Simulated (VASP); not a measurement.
All values below come from rev-vdW-DF2, VASP's PBE PAW potentials (set 64) (plane waves; VASP).

The input files of a VASP run:

**INCAR**
```
# general
SYSTEM   = Cu
PREC     = Accurate
ENCUT    = 520   # plane-wave cut-off (eV)
LREAL    = .False.   # projection in real space or not
LASPH    = .True.

# electronic loop
EDIFF    = 1E-6
NELM     = 100   # most electronic steps
ALGO     = Normal
LMAXMIX  = 4

# smearing
ISMEAR   = 1   # Methfessel-Paxton
SIGMA    = 0.1   # width (eV)

# functional
GGA      = MK
LUSE_VDW = .True.
AGGAC    = 0.0
PARAM1   = 0.1234568
PARAM2   = 0.7114
ZAB_VDW  = -1.8867

# ions
IBRION   = 2   # conjugate gradients
NSW      = 60
ISIF     = 3   # ions, shape and volume
EDIFFG   = -0.01   # ionic stop

# output
LWAVE    = .False.
LCHARG   = .False.
```

File KPOINTS:
```
Regular mesh
0
Gamma
16 16 16
```

### POSCAR
```
Cu
1
    0.0000000000     1.8050000000     1.8050000000
    1.8050000000     0.0000000000     1.8050000000
    1.8050000000     1.8050000000     0.0000000000
Cu
1
Direct
  0.0000000000   0.0000000000   0.0000000000
```

POTCAR, in this order: Cu (PBE.64 set). Program: vasp_std.

What will the output report for the number of irreducible k-points (NKPTS), largest plane-wave count, number of space-group operations, FFT grid (NGX, NGY, NGZ)?

```json
{
 "number of irreducible k-points (NKPTS)": "145",
 "largest_plane_wave_count": "332",
 "number_of_space_group_operations": "48",
 "FFT grid (NGX, NGY, NGZ)": "20 × 20 × 20"
}
```

The compound is Cu in the fcc structure. This run relaxes it. Symmetry was kept, so distortions that lower it aren't found.
